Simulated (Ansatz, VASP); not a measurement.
## W16S (W(100)): VASP beside Ansatz

One calculation is typed for both programs; each brings its own data sets and cutoff. How far apart do they land? The structure shown is the end of the VASP relaxation below.

Method: plane waves, with VASP 6.6.1 beside it; single point at PBE, in Ansatz 0.2.0.

## (1) The starting structure

The cell holds 17 atoms: 16 W and 1 S. Its edges and angles: a = 6.344 Å, b = 6.344 Å, c = 19.758 Å, α = 90.0°, β = 90.0°, γ = 90.0°. It derives from W. As first built, before any earlier steps moved the atoms (in the runner's words): S over the ontop site of W(100). Vacuum lies along c.

## (2) VASP: relaxation, PBE

This run makes the geometry at which the two programs are then compared.

Lines of VASP's logs that name or quote its potential files are left out, and so is its time.

The input, INCAR:

```
SYSTEM = W16S
PREC = Normal
ENCUT = 320
EDIFF = 1E-05
NELM = 120
ISMEAR = 1
SIGMA = 0.15
LREAL = Auto
ALGO = Fast
GGA = PE
NBANDS = 68
LASPH = .TRUE.
LORBIT = 11
LWAVE = .FALSE.
LCHARG = .FALSE.
KPAR = 2
NCORE = 2
IBRION = 2
NSW = 50
ISIF = 2
EDIFFG = -0.03
POTIM = 0.4
MAXMIX = 40
IDIPOL = 3
LDIPOL = .TRUE.
DIPOL = 0.5 0.5 0.512
```

The input, POSCAR:

```
W16S
1.0
    6.3441232764      0.0000000000      0.0000000000
    0.0000000000      6.3441232764      0.0000000000
    0.0000000000      0.0000000000     19.7580924573
W S
16 1
Selective dynamics
Direct
    0.2500000000      0.2500000000      0.3795913000  F F F
    0.7500000000      0.2500000000      0.3795913000  F F F
    0.2500000000      0.7500000000      0.3795913000  F F F
    0.7500000000      0.7500000000      0.3795913000  F F F
    0.0000000000      0.0000000000      0.4598637700  F F F
    0.5000000000      0.0000000000      0.4598637700  F F F
    0.0000000000      0.5000000000      0.4598637700  F F F
    0.5000000000      0.5000000000      0.4598637700  F F F
    0.2500000000      0.2500000000      0.5438485600  T T T
    0.7500000000      0.2500000000      0.5438485600  T T T
    0.2500000000      0.7500000000      0.5438485600  T T T
    0.7500000000      0.7500000000      0.5438485600  T T T
    0.0000000000      0.0000000000      0.6136433800  T T T
    0.5000000000      0.0000000000      0.6136433800  T T T
    0.0000000000      0.5000000000      0.6136433800  T T T
    0.5000000000      0.5000000000      0.6136433800  T T T
    0.0000000000      0.0000000000      0.7098065100  T T T
```

The input, KPOINTS:

```
Automatic mesh
0
Gamma
4 4 1
0 0 0
```

The projector-augmented-wave data sets are W and S (PBE family, release 64).

Launch:

```
> mpirun -np 4 vasp_std
```

Numbers of over 12 decimals in the logs are rounded to 6 here.

Output:

```text
[banner, memory and clock lines left out]
running    4 mpi-ranks, on    1 nodes
 distrk:  each k-point on    2 cores,    2 groups
 distr:  one band on    2 cores,    1 groups

 POSCAR found type information on POSCAR W S
 POSCAR found :  2 types and      17 ions
 LDA part: xc-table for (Slater+PW92), standard interpolation
 POSCAR, INCAR and KPOINTS ok, starting setup
 FFT: planning ... GRIDC
 FFT: planning ... GRID_SOFT
 FFT: planning ... GRID
 WAVECAR not read
 entering main loop
       N       E                     dE             d eps       ncg     rms          rms(c)
DAV:   1     0.426046789718E+03    0.42605E+03   -0.28608E+04   816   0.803E+02
DAV:   2    -0.136556005252E+03   -0.56260E+03   -0.53200E+03  1176   0.203E+02
DAV:   3    -0.203535081111E+03   -0.66979E+02   -0.64689E+02   948   0.727E+01
DAV:   4    -0.208997764461E+03   -0.54627E+01   -0.53555E+01  1384   0.175E+01
DAV:   5    -0.209137602433E+03   -0.13984E+00   -0.13873E+00  1224   0.308E+00    0.769E+01
RMM:   6    -0.222362539186E+03   -0.13225E+02   -0.15840E+02  1026   0.233E+01    0.418E+01
RMM:   7    -0.362507742677E+03   -0.14015E+03   -0.45975E+02  1285   0.430E+01    0.354E+01
RMM:   8    -0.201033512994E+03    0.16147E+03   -0.16113E+02   999   0.289E+01    0.188E+01
RMM:   9    -0.191616156696E+03    0.94174E+01   -0.26418E+01   985   0.130E+01    0.677E+00
RMM:  10    -0.192190342458E+03   -0.57419E+00   -0.60935E+00  1074   0.598E+00    0.675E+00
RMM:  11    -0.191490142710E+03    0.70020E+00   -0.20686E+00  1124   0.271E+00    0.367E+00
RMM:  12    -0.191598137243E+03   -0.10799E+00   -0.36208E-01  1045   0.137E+00    0.391E+00
RMM:  13    -0.191557118409E+03    0.41019E-01   -0.25231E-01   988   0.107E+00    0.267E+00
RMM:  14    -0.191455203522E+03    0.10191E+00   -0.84322E-01  1131   0.127E+00    0.147E+00
RMM:  15    -0.191442586316E+03    0.12617E-01   -0.56429E-02  1118   0.532E-01    0.132E+00
RMM:  16    -0.191399557830E+03    0.43028E-01   -0.59974E-02  1017   0.436E-01    0.606E-01
RMM:  17    -0.191399703700E+03   -0.14587E-03   -0.34388E-02  1040   0.296E-01    0.387E-01
RMM:  18    -0.191398479697E+03    0.12240E-02   -0.74643E-03   971   0.198E-01    0.206E-01
RMM:  19    -0.191397897031E+03    0.58267E-03   -0.15959E-03   981   0.104E-01    0.132E-01
RMM:  20    -0.191397834308E+03    0.62723E-04   -0.98184E-04   966   0.665E-02    0.496E-02
RMM:  21    -0.191398125146E+03   -0.29084E-03   -0.11306E-03  1033   0.625E-02    0.688E-02
RMM:  22    -0.191398055768E+03    0.69379E-04   -0.15525E-04   920   0.314E-02    0.332E-02
RMM:  23    -0.191398134450E+03   -0.78682E-04   -0.22360E-04   949   0.260E-02    0.346E-02
RMM:  24    -0.191398128807E+03    0.56432E-05   -0.39143E-05   630   0.165E-02
   1 F= -.19139813E+03 E0= -.19139351E+03  d E =-.191398E+03
[... from here on, the cycles between the ionic steps are left out ...]
  12 F= -.19321903E+03 E0= -.19321285E+03  d E =-.257944E+00
  13 F= -.19326547E+03 E0= -.19325825E+03  d E =-.464450E-01
  14 F= -.19326813E+03 E0= -.19326103E+03  d E =-.491006E-01
  15 F= -.19332585E+03 E0= -.19332219E+03  d E =-.577255E-01
  16 F= -.19333315E+03 E0= -.19333232E+03  d E =-.650254E-01
  17 F= -.19333605E+03 E0= -.19333494E+03  d E =-.290022E-02
  18 F= -.19333607E+03 E0= -.19333497E+03  d E =-.291588E-02
  19 F= -.19333743E+03 E0= -.19333588E+03  d E =-.136367E-02
  20 F= -.19333748E+03 E0= -.19333601E+03  d E =-.141286E-02
 curvature:  -0.91 expect dE=-0.961E-03 dE for cont linesearch -0.245E-05
 trial: gam= 0.45587 g(F)=  0.105E-02 g(S)=  0.000E+00 ort = 0.988E-04 (trialstep = 0.138E+01)
 search vector abs. value=  0.190E-02
 bond charge predicted
       N       E                     dE             d eps       ncg     rms          rms(c)
DAV:   1    -0.193338371835E+03   -0.89925E-03   -0.37017E-01   816   0.174E+00    0.179E-01
RMM:   2    -0.193338212250E+03    0.15958E-03   -0.23236E-03   823   0.190E-01    0.126E-01
RMM:   3    -0.193338357519E+03   -0.14527E-03   -0.94329E-04   995   0.689E-02    0.766E-02
RMM:   4    -0.193338369664E+03   -0.12146E-04   -0.31836E-04   958   0.355E-02    0.318E-02
RMM:   5    -0.193338388562E+03   -0.18898E-04   -0.80009E-05   704   0.187E-02    0.285E-02
RMM:   6    -0.193338393357E+03   -0.47951E-05   -0.14277E-05   507   0.997E-03
  21 F= -.19333839E+03 E0= -.19333708E+03  d E =-.913310E-03
 trial-energy change:   -0.000913  1 .order   -0.000876   -0.001519   -0.000233
 step:   1.6351(harm=  1.6351)  dis= 0.01040  next Energy=  -193.338377 (dE=-0.897E-03)
 reached required accuracy - stopping structural energy minimisation
```

From OUTCAR (step 2):

```text
ion  position               nearest neighbor table
   1  0.250  0.250  0.380-   5 2.75   6 2.75   7 2.75   8 2.75   2 3.17   3 3.17   3 3.17   2 3.17
                             9 3.25
   2  0.750  0.250  0.380-   5 2.75   6 2.75   7 2.75   8 2.75   1 3.17   4 3.17   4 3.17   1 3.17
                            10 3.25
   3  0.250  0.750  0.380-   5 2.75   6 2.75   7 2.75   8 2.75   1 3.17   4 3.17   1 3.17   4 3.17
                            11 3.25
   4  0.750  0.750  0.380-   5 2.75   6 2.75   7 2.75   8 2.75   2 3.17   3 3.17   2 3.17   3 3.17
                            12 3.25
   5  0.000  0.000  0.460-   1 2.75   2 2.75   3 2.75   4 2.75   9 2.79  10 2.79  11 2.79  12 2.79
                            13 3.04   7 3.17   6 3.17   7 3.17   6 3.17
   6  0.500  0.000  0.460-   1 2.75   2 2.75   3 2.75   4 2.75   9 2.79  10 2.79  11 2.79  12 2.79
                            14 3.04   8 3.17   5 3.17   8 3.17   5 3.17
   7  0.000  0.500  0.460-   1 2.75   2 2.75   3 2.75   4 2.75   9 2.79  10 2.79  11 2.79  12 2.79
                            15 3.04   8 3.17   5 3.17   5 3.17   8 3.17
   8  0.500  0.500  0.460-   1 2.75   2 2.75   3 2.75   4 2.75   9 2.79  10 2.79  11 2.79  12 2.79
                            16 3.04   7 3.17   6 3.17   6 3.17   7 3.17
   9  0.250  0.250  0.544-  13 2.63  14 2.63  15 2.63  16 2.63   5 2.79   6 2.79   7 2.79   8 2.79
                            10 3.17  11 3.17  11 3.17  10 3.17   1 3.25
  10  0.750  0.250  0.544-  13 2.63  14 2.63  15 2.63  16 2.63   5 2.79   6 2.79   7 2.79   8 2.79
                             9 3.17  12 3.17  12 3.17   9 3.17   2 3.25
  11  0.250  0.750  0.544-  13 2.63  14 2.63  15 2.63  16 2.63   5 2.79   6 2.79   7 2.79   8 2.79
                             9 3.17  12 3.17   9 3.17  12 3.17   3 3.25
  12  0.750  0.750  0.544-  13 2.63  14 2.63  15 2.63  16 2.63   5 2.79   6 2.79   7 2.79   8 2.79
                            10 3.17  11 3.17  10 3.17  11 3.17   4 3.25
  13  0.000  0.000  0.614-  17 1.90  10 2.63  11 2.63  12 2.63   9 2.63   5 3.04  15 3.17  14 3.17
                            15 3.17  14 3.17
  14  0.500  0.000  0.614-   9 2.63  10 2.63  11 2.63  12 2.63   6 3.04  13 3.17  16 3.17  16 3.17
                            13 3.17
  15  0.000  0.500  0.614-   9 2.63  10 2.63  11 2.63  12 2.63   7 3.04  13 3.17  16 3.17  13 3.17
                            16 3.17
  16  0.500  0.500  0.614-   9 2.63  10 2.63  11 2.63  12 2.63   8 3.04  14 3.17  15 3.17  14 3.17
                            15 3.17
  17  0.000  0.000  0.710-  13 1.90

  LATTYP: Found a simple tetragonal cell.
 ALAT       =     6.3441232764
 C/A-ratio  =     3.1143928950

 Subroutine GETGRP returns: Found  8 space group operations
 (whereof  8 operations were pure point group operations)

The static configuration has the point symmetry C_4v.

 Found      6 irreducible k-points:

   k-points           NKPTS =      6   k-points in BZ     NKDIM =      6   number of bands    NBANDS=     68

   dimension x,y,z NGX =    28 NGY =   28 NGZ =   90
   dimension x,y,z NGXF=    56 NGYF=   56 NGZF=  180

   ENCUT  =  320.0 eV  23.52 Ry    4.85 a.u.   9.25  9.25 28.82*2*pi/ulx,y,z

   NELECT =     102.0000    total number of electrons

 k-points in reciprocal lattice and weights: Automatic mesh
   0.00000000  0.00000000  0.00000000       0.062
   0.25000000  0.00000000  0.00000000       0.250
   0.50000000  0.00000000  0.00000000       0.125
   0.25000000  0.25000000  0.00000000       0.250
   0.50000000  0.25000000  0.00000000       0.250
   0.50000000  0.50000000  0.00000000       0.062

 dipolmoment           0.000000      0.000000      0.156464 electrons x Angstroem

 average (electrostatic) potential at core
       1 -45.8239       2 -45.8239       3 -45.8239       4 -45.8239       5 -45.7961
       6 -45.7991       7 -45.7991       8 -45.8089       9 -45.7217      10 -45.7217
      11 -45.7217      12 -45.7217      13 -45.9835      14 -45.6993      15 -45.6993
      16 -45.5967      17 -91.6145

 E-fermi :  -0.3067

 k-point     1 :       0.0000    0.0000    0.0000
  band No.  band energies     occupation
    ...
     45      -0.6390      2.00751
     46      -0.6389      2.00753
     47      -0.6389      2.00753
     48      -0.5745      2.03002
     49      -0.5266      2.05829
     50      -0.0827     -0.05590
     51      -0.0827     -0.05590
     52      -0.0474     -0.03464
     53       0.0189     -0.00887
     54       0.4673     -0.00000
    ...

 k-point     2 :       0.2500    0.0000    0.0000
  band No.  band energies     occupation
    ...
     46      -0.6689      2.00336
     47      -0.4918      2.07089
     48      -0.4332      2.00054
     49      -0.4276      1.98333
     50      -0.3122      1.06257
     51      -0.2050      0.09609
     52      -0.1960      0.05517
     53      -0.1044     -0.06694
     54       0.1116     -0.00058
     55       0.2381     -0.00000
    ...

 k-point     3 :       0.5000    0.0000    0.0000
  band No.  band energies     occupation
    ...
     49      -0.4588      2.05308
     50      -0.4483      2.03657
     51      -0.3826      1.74680
     52      -0.3014      0.94056
     53      -0.2685      0.58455
     54       0.2692     -0.00000
     55       0.4515     -0.00000
     56       0.4569     -0.00000
     57       0.5065     -0.00000
     58       0.5636     -0.00000
    ...

  Total      -28.6457197    -28.6457197    -14.4072907      0.0000000      0.0000000      0.0000000
  in kB      -57.7141203    -57.7141203    -29.0271677      0.0000000      0.0000000      0.0000000
  external PRESSURE =     -48.1518028 kB  Pullay stress =       0.0000000 kB

  energy-cutoff  :      320.00
  volume of cell :      795.22
      direct lattice vectors                 reciprocal lattice vectors
     6.344123276  0.000000000  0.000000000     0.157626193  0.000000000  0.000000000
     0.000000000  6.344123276  0.000000000     0.000000000  0.157626193  0.000000000
     0.000000000  0.000000000 19.758092457     0.000000000  0.000000000  0.050612173

 POSITION                                       TOTAL-FORCE (eV/Angst)
 -----------------------------------------------------------------------------------
      1.58603      1.58603      7.50000         0.041527      0.041527      2.120196
      4.75809      1.58603      7.50000        -0.041527      0.041527      2.120196
      1.58603      4.75809      7.50000         0.041527     -0.041527      2.120196
      4.75809      4.75809      7.50000        -0.041527     -0.041527      2.120196
      0.00000      0.00000      9.08603         0.000000      0.000000     -1.534069
      3.17206      0.00000      9.08603        -0.000000      0.000000     -2.146719
      0.00000      3.17206      9.08603        -0.000000      0.000000     -2.146719
      3.17206      3.17206      9.08603        -0.000000      0.000000     -2.726267
      1.58892      1.58892     10.73572         0.001940      0.001940      0.002189
      4.75520      1.58892     10.73572        -0.001940      0.001940      0.002189
      1.58892      4.75520     10.73572         0.001940     -0.001940      0.002189
      4.75520      4.75520     10.73572        -0.001940     -0.001940      0.002189
      0.00000      0.00000     12.41960         0.000000      0.000000      0.011915
      3.17206      0.00000     12.11862        -0.000000      0.000000      0.029016
      0.00000      3.17206     12.11862         0.000000      0.000000      0.029016
      3.17206      3.17206     12.04796        -0.000000      0.000000     -0.009273
      0.00000      0.00000     14.58519         0.000000      0.000000      0.003562
 -----------------------------------------------------------------------------------
    total drift:                               -0.000000      0.000000      0.031003

  FREE ENERGIE OF THE ION-ELECTRON SYSTEM (eV)
  ---------------------------------------------------
  free  energy   TOTEN  =      -193.3383933571 eV

  energy  without entropy=     -193.3344406716  energy(sigma->0) =     -193.33707580

 reached required accuracy - stopping structural energy minimisation

 vacuum level on the upper side and lower side of the slab         4.352         3.672

 total charge
# of ion       s       p       d       tot
------------------------------------------
    1        0.629   0.372   4.022   5.023
    2        0.629   0.372   4.022   5.023
    3        0.629   0.372   4.022   5.023
    4        0.629   0.372   4.022   5.023
    5        0.679   0.655   4.128   5.462
    6        0.674   0.664   4.139   5.477
    7        0.674   0.664   4.139   5.477
    8        0.676   0.678   4.146   5.500
    9        0.694   0.689   4.236   5.619
   10        0.694   0.689   4.236   5.619
   11        0.694   0.689   4.236   5.619
   12        0.694   0.689   4.236   5.619
   13        0.655   0.603   4.055   5.314
   14        0.663   0.435   4.168   5.266
   15        0.663   0.435   4.168   5.266
   16        0.697   0.442   4.251   5.389
   17        1.367   2.328   0.000   3.695
--------------------------------------------------
tot         12.040  11.149  66.226  89.415

[... 3 further parts left out ...]
```

CONTCAR:

```
W16S
   1.00000000000000
     6.3441232764000004    0.0000000000000000    0.0000000000000000
     0.0000000000000000    6.3441232764000004    0.0000000000000000
     0.0000000000000000    0.0000000000000000   19.7580924572999983
  W               S
    16     1
Selective dynamics
Direct
     0.2500000000000000    0.2500000000000000    0.3795913000000013   F   F   F
     0.7500000000000000    0.2500000000000000    0.3795913000000013   F   F   F
     0.2500000000000000    0.7500000000000000    0.3795913000000013   F   F   F
     0.7500000000000000    0.7500000000000000    0.3795913000000013   F   F   F
     0.0000000000000000    0.0000000000000000    0.4598637699999983   F   F   F
     0.5000000000000000    0.0000000000000000    0.4598637699999983   F   F   F
     0.0000000000000000    0.5000000000000000    0.4598637699999983   F   F   F
     0.5000000000000000    0.5000000000000000    0.4598637699999983   F   F   F
     0.2504551846670515    0.2504551846670515    0.5433581166398535   T   T   T
     0.7495448153329485    0.2504551846670515    0.5433581166398535   T   T   T
     0.2504551846670515    0.7495448153329485    0.5433581166398535   T   T   T
     0.7495448153329485    0.7495448153329485    0.5433581166398535   T   T   T
     0.0000000000000000    0.0000000000000000    0.6285827279578361   T   T   T
     0.5000000000000000    0.0000000000000000    0.6133495181724273   T   T   T
     0.0000000000000000    0.5000000000000000    0.6133495181724273   T   T   T
     0.5000000000000000    0.5000000000000000    0.6097733184978251   T   T   T
     0.0000000000000000    0.0000000000000000    0.7381883704343416   T   T   T
```

This run has no spin polarisation, so a moment on W, if there is one, isn't seen. The data set W keeps the semicore shell frozen, which is cheaper and a little less accurate. The run keeps the 8 symmetry operations of its start, so it cannot find a distortion of lower symmetry.

[end of part 1 of 2]

[Lines on the potential files, build, host, timing and source positions are cut from VASP's logs without a mark.]

[Logs are printed without paths, hosts, clocks, repeated set-up lines and the standing remarks that a program may print on its own settings, such as how far it seeks lower states.]

[Hosts, paths, dates, database ids (printed as entryN), source tags and the programs' standing remarks are cut or masked in the printed files.]
